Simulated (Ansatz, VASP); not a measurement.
# InCo2N2: VASP beside Ansatz

```
In Co N
1.0
     2.67031   -1.54828    0.00000
     2.67031    1.54828    0.00000
    -1.91242    0.00000    7.39066
In Co N
1 2 2
Direct
  0.50000 0.50000 0.50000
  0.62734 0.62734 0.89189
  0.37266 0.37266 0.10811
  0.72262 0.72262 0.15501
  0.27738 0.27738 0.84499
```

Change from the starting cell: volume scaled by 0.94.

Alike in both runs: task single point; functional PBE; k mesh 10 × 10 × 4; occupations fermi-dirac, width 0.05 eV; collinear spin, ferromagnetic start.

|  | VASP | Ansatz |
| --- | --- | --- |
| version | VASP 6.6.1 | Ansatz 0.2.0 |
| potentials or method | VASP PAW PBE potentials, release 64 (In_d, Co, N) | Ansatz PAW |
| plane-wave cutoff (eV) | 520 | 420 |
| valence electrons in the cell | 41 | 57 |

```tsv
	VASP	Ansatz	Ansatz less VASP
gap on the k mesh at the Fermi level (eV)	none	none	-
pressure (GPa)	11.1	11.0	-0.04
largest component of the traceless stress (GPa)	2.57	2.45	-0.123
rms of the force components (eV/Å)	0.260	0.249	-0.0112
net moment per atom (μB)	0.08	0.08	+0.002
size of the moment on the site where the two differ most (μB)	0.16	0.15	-0.005
```

Site moments also hang on the region over which each program counts them. Atom by atom the forces differ by 0.015 eV/Å (rms over components). A gap of «none» marks a metal or a gap that the smearing closes. The two sets of potentials don't hold the same shells in valence.

Caveats: the pressure holds a Pulay correction of +0.4 GPa for the finite cutoff (Ansatz); the starting moments weren't kept (Ansatz).
